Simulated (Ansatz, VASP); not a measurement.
## MgBe5 in VASP and in Ansatz

File INCAR:

```
PREC     = Accurate       # precision mode
ENCUT    = 600            # plane-wave cutoff, eV
EDIFF    = 1E-6           # SCF threshold, eV
ISMEAR   = 0              # smearing method
SIGMA    = 0.1            # smearing width, eV
LREAL    = F              # projectors in reciprocal space
LASPH    = T              # aspherical terms in the spheres
NELM     = 100            # most SCF steps
ALGO     = Normal         # electronic algorithm
ISIF     = 3              # what is computed and relaxed
LWAVE    = F              # write WAVECAR
LCHARG   = F              # write CHGCAR
GGA      = PE             # functional
IBRION   = 2              # ionic algorithm
NSW      = 100            # ionic steps
EDIFFG   = -0.01          # ionic threshold
```

Contents of KPOINTS:

```
Automatic mesh
0
Gamma
  12 12 10
```

File POSCAR:

```
MgBe5
1.0
    4.4320402267      0.0000000000      0.0000000000
   -2.2160201134      3.8382594270      0.0000000000
    0.0000000000      0.0000000000      3.5592117666
Mg Be
1 5
Direct
    0.0000000000      0.0000000000      0.0000000000
    0.3333333333      0.6666666667      0.0000000000
    0.6666666667      0.3333333333      0.0000000000
    0.5000000000      0.0000000000      0.5000000000
    0.5000000000      0.5000000000      0.5000000000
    0.0000000000      0.5000000000      0.5000000000
```

Input for Ansatz:

```yaml
crystal:
  lattice:
    - [4.4320402267, 0.0, 0.0]
    - [-2.2160201134, 3.838259427, 0.0]
    - [0.0, 0.0, 3.5592117666]
  atoms:
    - { symbol: Mg, position: [0.0, 0.0, 0.0] }
    - { symbol: Be, position: [0.3333333333, 0.6666666667, 0.0] }
    - { symbol: Be, position: [0.6666666667, 0.3333333333, 0.0] }
    - { symbol: Be, position: [0.5, 0.0, 0.5] }
    - { symbol: Be, position: [0.5, 0.5, 0.5] }
    - { symbol: Be, position: [0.0, 0.5, 0.5] }
basis:
  ecutwfc: 420
kpoints:
  mp_grid: { grid: [12, 12, 10] }
hamiltonian:
  xc: pbe
scf:
  occupations: { method: gaussian, width: 0.1 }
output:
  forces: true
  stress: true
  eigenvalues: true
  write_density: true
  write_potential: true
  elf: true
  volumetric_format: npy
relax:
  adjacent_minimum: "off"
  f_tol: 0.01
  max_steps: 80
  cell: { stress_tol: 0.05 }
```

Change from the starting cell: species swapped into the SmCu5 type (P6/mmm, No. 191).

Alike in both runs: task relaxation of cell and atoms; functional PBE; k mesh 12 × 12 × 10; occupations gaussian, width 0.1 eV; no spin polarisation.

|  | VASP | Ansatz |
| --- | --- | --- |
| version | VASP 6.6.1 | Ansatz 0.2.0 |
| potentials or method | VASP PAW PBE potentials, release 64 (Mg, Be) | scalar-relativistic, plane waves, PAW |
| plane-wave cutoff (eV) | 600 | 420 |
| valence electrons in the cell | 12 | 20 |

|  | VASP | Ansatz | Ansatz less VASP |
| --- | --- | --- | --- |
| gap on the k mesh at the Fermi level, each at its own relaxed structure (eV) | none | none | - |
| relaxed volume (Å³/atom) | 10.09 | 10.09 | -0.003 |
| relaxed cell length with the largest relative difference (Å) | 4.429 | 4.428 | -0.0014 |

A gap of «none» marks a metal or a gap that the smearing closes. The two sets of potentials don't hold the same shells in valence.
